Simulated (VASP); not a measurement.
Crystal: Ca2FeO3.

```
Ca Fe O
1.0
     4.05297    0.00000    0.00000
    -2.02649    3.50998    0.00000
     0.00000    0.00000    6.91239
Ca Fe O
2 1 3
Direct
  0.66667 0.33333 0.72365
  0.66667 0.33333 0.27635
  0.00000 0.00000 0.50000
  0.33333 0.66667 0.83026
  0.33333 0.66667 0.16974
  0.33333 0.66667 0.50000
```

The cell was built by a generator and needn't be a form met in nature.

```yaml
Program: VASP 6.6.1
Task: relaxation of cell and atoms
Functional: PBE
Potentials_or_basis: VASP PAW PBE potentials, release 64 (Ca_sv, Fe, O)
Cutoff: 520 eV
k_mesh: 4 × 4 × 2
Occupations: gaussian, width 0.15 eV
Spin: collinear spin, ferromagnetic start
Starting_moments: "[0.0, 0.0, 3.0, 0.0, 0.0, 0.0] μB"
```

At the start: pressure -4.3 GPa; volume 16.39 Å³/atom.

Question: How do energy, volume and symmetry change on relaxing?

Answer: Over 13 steps the energy falls by 819.7 meV/atom and the volume is 17.18 Å³/atom (+4.8 %); space group P-6m2 (No. 187, to 0.05 Å); moment 4.06 μB per cell.

Step by step:
```tsv
step	energy change (eV)	largest force (eV/Å)	pressure (GPa)	volume (Å³)
1	0.0000	3.2105	-4.26	98.33
2	-2.8323	2.4390	-0.05	91.46
3	-3.8370	0.8352	16.16	83.61
4	-4.7385	0.5249	0.81	100.63
5	-4.7414	0.4964	1.52	99.42
6	-4.8284	0.5582	-1.12	101.26
7	-4.8288	0.5727	-0.99	101.14
8	-4.8676	0.3496	0.44	99.93
9	-4.8754	0.2507	1.10	99.30
10	-4.8762	0.2047	1.67	99.02
11	-4.9046	0.1207	0.34	101.14
12	-4.9097	0.0408	-0.66	102.80
13	-4.9181	0.0721	0.18	103.09
```

Final structure:
```
Ca Fe O
1.0
     3.61626    0.00000    0.00000
    -1.80813    3.13177    0.00000
     0.00000    0.00000    9.10254
Ca Fe O
2 1 3
Cartesian
  1.8081 1.0439 7.3564
  1.8081 1.0439 1.7461
  -1.8081 3.1318 4.5513
  0.0000 2.0878 7.6065
  0.0000 2.0878 1.4960
  0.0000 2.0878 4.5513
```

Caveat: the k mesh is coarse (spacing up to 0.45 Å⁻¹), so the values aren't converged; a cell with one magnetic atom can't hold antiferromagnetic order, which such compounds often take; the relaxation stopped at a loose force limit of 0.08 eV/Å, so its end isn't a converged minimum.
